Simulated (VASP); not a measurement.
# TiB2: interstitial Li from one void to a neighbouring one, part 5 of 5

How hard is this move in TiB2: interstitial Li from one void to a neighbouring one? Both ends are relaxed first, then a band of images between them. The start is a cell from a database of measured crystal structures.

VASP 6.6.1, plane waves and PAW; the level of theory is named at each step.

So far. Step 3 (Relax the start): The run ended after 8 ionic steps, 2.421 eV below its first step, once the forces on the free atoms met EDIFFG = -0.05. Step 4 (Relax the end): The run ended after 8 ionic steps, 2.970 eV below its first step, once the forces on the free atoms met EDIFFG = -0.05.

## Step 5: Nudged elastic band (continued)

Level of this step: PBEsol; plane waves and PAW (Ti, B, Li) (VASP).

OUTCAR, selected parts (step 5):

```text
   NELECT =      81.0000    total number of electrons

  tangential force (eV/A)        -0.600774
  left and right image   0.493267  0.490515 A

  tangential force (eV/A)        -0.592207
  left and right image   0.494916  0.492409 A

 E-fermi :   6.8721

 k-point     1 :       0.0000    0.0000    0.0000
  band No.  band energies     occupation
    ...
     37       4.8873      2.00000
     38       5.9186      2.00000
     39       5.9252      2.00000
     40       6.1470      2.00000
     41       6.1626      2.00000
     42       7.1314     -0.03462
     43       7.1321     -0.03424
     44       7.9738     -0.00000
     45       7.9912     -0.00000
     46       8.0288     -0.00000
    ...

 POSITION                                       TOTAL-FORCE (eV/Angst)
 -----------------------------------------------------------------------------------
      3.02321      5.21133      6.02688         0.000771      0.162204      0.058513
      3.02356      5.25362      3.28185        -0.000239      0.017677      0.112540
      4.54165      2.63558      6.35361        -0.016863      0.031150     -0.030816
      4.53453      2.65015      3.18263         0.003281     -0.006110     -0.023619
      0.00130      5.26469      6.35242        -0.000008      0.006405     -0.021636
      0.00121      5.26721      3.18212         0.002320     -0.003941     -0.017811
      1.50561      2.63560      6.35366         0.016920      0.031146     -0.031335
      1.51268      2.65008      3.18267        -0.001537     -0.005341     -0.024486
      1.55930      0.93943      1.63644        -0.003737     -0.019461     -0.091144
      1.53077      0.89823      4.73967         0.007345      0.040861     -0.005508
      0.00147      3.53783      1.59523        -0.000801     -0.041312     -0.035246
      0.00115      3.50213      4.76297         0.000344      0.043794     -0.020599
      4.48835      0.93925      1.63648         0.003230     -0.018440     -0.092173
      4.51623      0.89824      4.73942        -0.008560      0.040695     -0.003644
      3.02372      3.50117      1.60160        -0.000540     -0.056595     -0.005162
      3.02344      3.47601      4.72734         0.000873      0.045516      0.033082
      0.00142      1.85041      1.65029         0.000173     -0.067094     -0.144461
      0.00121      1.77864      4.74369         0.001047      0.052676     -0.016770
     -1.47887      4.38525      1.61145         0.037553     -0.039512     -0.018374
     -1.48703      4.36463      4.73160        -0.002742      0.034336      0.017331
      3.02384      1.79023      1.59569        -0.002002     -0.019116     -0.038810
      3.02348      1.75778      4.76303        -0.000216      0.041093     -0.021758
      1.48194      4.38531      1.61182        -0.038926     -0.040443     -0.023184
      1.48926      4.36456      4.73146         0.005467      0.035835      0.018479
      0.00184      0.10286      1.21197        -0.003153     -0.266023      0.426589
 -----------------------------------------------------------------------------------
    total drift:                                0.001276     -0.014768      0.007596

  FREE ENERGIE OF THE ION-ELECTRON SYSTEM (eV)
  ---------------------------------------------------
  free  energy   TOTEN  =      -200.2187479227 eV

  energy  without entropy=     -200.2063833005  energy(sigma->0) =     -200.21462638

  tangential force (eV/A)        -0.582162
  left and right image   0.496708  0.494246 A

[... 6 parts as in an earlier step ...]

[... 8 further parts left out ...]
```

Images along the path:

```
image  path (A)  energy (eV)     Li25: x, y, z (Å)
    0     0.000       0.0000   3.019, 5.230, 1.600
    1     0.497       0.0749   3.024, 5.338, 1.212
    2     0.991       0.5285   3.027, 5.643, 0.953
    3     1.481       0.6958   3.030, 5.980, 0.649
    4     1.974       0.0356   3.028, 6.286, 0.349
    5     2.471      -0.5386   3.030, 6.575, 0.073
    6     2.971      -0.6247  3.039, 6.973, -0.014
```

This step gave:

```
electronic cycles                        : 111
path length                              : 2.971 Å
barrier                                  : 0.6958 eV
barrier in the reverse direction         : 1.320 eV
barrier from a spline through the images : 0.7324 eV
reaction energy                          : -0.6247 eV
```

What the program prints for this run, and its count of cycles, belong to image 1; the force that counts for the threshold is the band's, across the path.

## Step 6: Results

| Property | Result |
| --- | --- |
| hop | interstitial Li from one void to a neighbouring one |
| barrier | 0.696 eV |
| barrier in the reverse direction | 1.32 eV |
| barrier from a spline through the images | 0.732 eV |
| reaction energy | -0.625 eV |
| path length | 2.97 Å |

In words: The barrier is 0.70 eV forwards and 1.32 eV backwards. A point of the path lies 0.62 eV below the start, so the start is not the deepest site, and the barrier that limits transport counts from that lower point: 1.32 eV. No image climbs, so the saddle may lie somewhat above the highest image. The band met its force threshold after 14 steps. Cell and mesh are small and were not tested. The band started on a straight line, so other routes may lie lower.

[Lines on the potential files, build, host, timing and source positions are cut from VASP's logs without a mark.]

[Logs are printed without paths, hosts, clocks, repeated set-up lines and the standing remarks that a program may print on its own settings, such as how far it seeks lower states.]

[Hosts, paths, dates, database ids (printed as entryN), source tags and the programs' standing remarks are cut or masked in the printed files.]

[Runs that stopped without an error message from VASP are left out.]
